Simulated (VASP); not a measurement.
A VASP calculation is set up with these files.

### POSCAR
```
TlCl
1
    0.0000000000     3.1551590000     3.1551590000
    3.1551590000     0.0000000000     3.1551590000
    3.1551590000     3.1551590000     0.0000000000
Tl Cl
1 1
Direct
  0.0000000000   0.0000000000   0.0000000000
  0.5000000000   0.5000000000   0.5000000000
```

### KPOINTS
```
K-points
0
G
5 5 5
```

INCAR:
```
# general
SYSTEM   =  TlCl
PREC     =  Accurate
ENCUT    =  300
LREAL    =  .False.
LASPH    =  .True.

# electronic loop
EDIFF    =  1E-6
NELM     =  100
ALGO     =  Normal
LMAXMIX  =  4

# smearing
ISMEAR   =  -1
SIGMA    =  0.01

# ions
ISIF     =  2

# output
LWAVE    =  .False.
LCHARG   =  .False.
```

POTCAR, in this order: Tl_d Cl (LDA.64 set). Program: vasp_std.

Translate this LDA calculation to Quantum ESPRESSO's pw.x.

One equivalent input (not run):
```
&CONTROL
  calculation = 'scf'
  pseudo_dir = './pseudo'
  outdir = './out'
  tprnfor = .true.
  tstress = .true.
/
&SYSTEM
  ibrav = 0
  nat = 2
  ntyp = 2
  ecutwfc = 62
  occupations = 'smearing'
  smearing = 'fermi-dirac'
  degauss = 0.000735
  input_dft = 'pz'
/
&ELECTRONS
  conv_thr = 7.3e-08
  electron_maxstep = 100
/
ATOMIC_SPECIES
  Tl 204.380 Tl.upf
  Cl 35.450 Cl.upf
CELL_PARAMETERS angstrom
     0.0000000    3.1551590    3.1551590
     3.1551590    0.0000000    3.1551590
     3.1551590    3.1551590    0.0000000
ATOMIC_POSITIONS crystal
  Tl   0.0000000  0.0000000  0.0000000
  Cl   0.5000000  0.5000000  0.5000000
K_POINTS automatic
  5 5 5 0 0 0
```
What does not carry over: the potentials are each code's own (VASP's PAW set, PseudoDojo norm-conserving files in pw.x), so ENCUT and ecutwfc are chosen apart and not converted; conv_thr bounds pw.x's estimated SCF error, while EDIFF bounds the energy change between steps.

The structure comes from a computed database's TlCl entry (Fm-3m); how it stands against other phases isn't given here. The cell was not relaxed at this level, and its volume differs by -5.9 % from the start's.
